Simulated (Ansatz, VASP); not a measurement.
## AgRh: VASP beside Ansatz

Contents of INCAR:

```
  PREC = Accurate
  ENCUT = 520
  EDIFF = 1E-6
  ISMEAR = 0
  SIGMA = 0.1
  LREAL = F
  LASPH = T
  NELM = 150
  ALGO = Normal
  ISIF = 2
  LWAVE = F
  LCHARG = F
  ISPIN = 2
  MAGMOM = 0 0.5
  LORBIT = 11
  LMAXMIX = 4
  GGA = PE
  NBANDS = 24
```

Contents of KPOINTS:

```
Automatic mesh
0
Gamma
  18 18 10
```

Contents of POSCAR:

```
AgRh
1.0
    2.7775881998      0.0000000000      0.0000000000
   -1.3887940999      2.4054619423      0.0000000000
    0.0000000000      0.0000000000      4.8086020000
Ag Rh
1 1
Direct
    0.0000000000      0.0000000000      0.5000000000
    0.6666666667      0.3333333333      0.0000000000
```

Input for Ansatz:

```yaml
crystal:
  lattice:
    - [2.7775881998, 0.0, 0.0]
    - [-1.3887940999, 2.4054619423, 0.0]
    - [0.0, 0.0, 4.808602]
  atoms:
    - { symbol: Ag, position: [0.0, 0.0, 0.5] }
    - { symbol: Rh, position: [0.6666666667, 0.3333333333, 0.0], spin: 0.5 }
basis:
  ecutwfc: 420
kpoints:
  mp_grid: { grid: [18, 18, 10] }
hamiltonian:
  xc: pbe
scf:
  occupations: { method: gaussian, width: 0.1 }
  lower_state_search: "off"
output:
  forces: true
  stress: true
  eigenvalues: true
  populations: true
magnetization:
  spin_polarized: true
```

Alike in both runs: task single point; functional PBE; k mesh 18 × 18 × 10; occupations gaussian, width 0.1 eV; collinear spin.

```csv
,VASP,Ansatz
version,VASP 6.6.1,Ansatz 0.2.0
potentials or method,"VASP PAW PBE potentials, release 64 (Ag, Rh_pv)","scalar-relativistic, plane waves, PAW"
plane-wave cutoff (eV),520,420
valence electrons in the cell,26,36
```

```tsv
	VASP	Ansatz	Ansatz less VASP
gap on the k mesh at the Fermi level (eV)	none	none	-
pressure (GPa)	-2.1	-2.0	+0.10
largest component of the traceless stress (GPa)	0.32	0.29	-0.023
net moment per atom (μB)	0.25	0.24	-0.007
size of the moment on the site where the two differ most (μB)	0.49	0.47	-0.020
```

Site moments also hang on the region over which each program counts them. A gap of «none» marks a metal or a gap that the smearing closes. With one functional, cell and mesh, what is left measures potentials, basis and numerics. The two sets of potentials don't hold the same shells in valence.
